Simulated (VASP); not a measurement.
Calculation: AM05 GGA, VASP's PBE PAW potentials (set 64) (plane waves; VASP 6.6.1).

VASP input:

KPOINTS:
```
Automatic mesh
0
Gamma
13 13 13
0 0 0
```

POSCAR:
```
AuZn
1
    3.1255026229     0.0000000000     0.0000000000
    0.0000000000     3.1255026229     0.0000000000
    0.0000000000     0.0000000000     3.1255026229
Zn Au
1 1
Direct
  0.5000000000   0.5000000000   0.5000000000
  0.0000000000   0.0000000000   0.0000000000
```

INCAR:
```
! general
SYSTEM   =  AuZn
PREC     =  Accurate
ENCUT    =  520
LREAL    =  .FALSE.
LASPH    =  .TRUE.

! electronic loop
EDIFF    =  1E-7
NELM     =  100
ALGO     =  Normal
LMAXMIX  =  6

! smearing
ISMEAR   =  -5

! functional
GGA      =  AM

! ions
ISIF     =  2

! output
LWAVE    =  .FALSE.
LCHARG   =  .TRUE.
LORBIT   =  11
NEDOS    =  601
```

POTCAR, in this order: Zn Au (PBE.64 set). Program: vasp_std.

Unless said otherwise, spin-orbit coupling is left out, though it shifts the bands of the heavy elements here.

### Question
Estimate the energy per atom (σ→0), band gap (on the k-mesh).

### Answer

| Quantity | Value |
|---|---|
| energy per atom (σ→0) | -2.710 eV/atom |
| band gap (on the k-mesh) | none (metal, semimetal or under 0.01 eV) |

OSZICAR:
```
...
DAV:   6    -0.545822211542E+01    0.48754E+00   -0.16608E+00  2618   0.163E+01    0.573E+00
DAV:   7    -0.542924689847E+01    0.28975E-01   -0.40932E-02  3590   0.405E+00    0.300E+00
DAV:   8    -0.541990066329E+01    0.93462E-02   -0.82264E-03  3128   0.113E+00    0.126E-01
DAV:   9    -0.541992347134E+01   -0.22808E-04   -0.38340E-04  2800   0.238E-01    0.630E-02
DAV:  10    -0.541992930868E+01   -0.58373E-05   -0.28575E-05  3267   0.959E-02    0.156E-02
DAV:  11    -0.541992799127E+01    0.13174E-05   -0.71694E-06  3010   0.596E-02    0.293E-03
DAV:  12    -0.541992800614E+01   -0.14876E-07   -0.11920E-07  1876   0.910E-03
   1 F= -.54199280E+01 E0= -.54199280E+01  d E =0.000000E+00
```

The compound is AuZn in the CsCl type structure. It was relaxed first. The electron count is odd and the run is not spin-polarised, which forces a metal.
